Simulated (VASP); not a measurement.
Input:

```
LuTl
1.0
    3.59487     0.00000     0.00000
    0.00000     3.59487     0.00000
    0.00000     0.00000     3.94151
Lu Tl
1 1
Direct
  0.03338   0.01391   0.00000
  0.50000   0.50000   0.50000
```

The numbers are results of PBE GGA, VASP's PBE PAW potentials (set 64) (plane waves; VASP), not measurements. Numerical set-up: 400 eV cut-off, 8×8×7 Γ-centred mesh, first-order Methfessel-Paxton smearing of 0.10 eV, potentials Lu_3 Tl_d.

Q: The ions are relaxed. Give the cell that the relaxation ends in.

A: 
```
LuTl
1.0
    3.59487     0.00000     0.00000
    0.00000     3.59487     0.00000
    0.00000     0.00000     3.94151
Lu Tl
1 1
Direct
  0.01681   0.00681   0.00000
  0.51657   0.50710   0.50000
```
Space group P4/mmm (123), at a tolerance of 0.03 Å.

Q: How much energy does the relaxation gain?

A: The energy (σ→0) changes by -10.4 meV/atom, in 4 ionic steps.

The structure comes from a computed database's LuTl entry (P4/mmm); how it stands against other phases isn't given here. In the starting cell atoms are displaced from their ideal sites. This run relaxes the ions in a fixed cell. Symmetry was kept, so distortions that lower it aren't found.
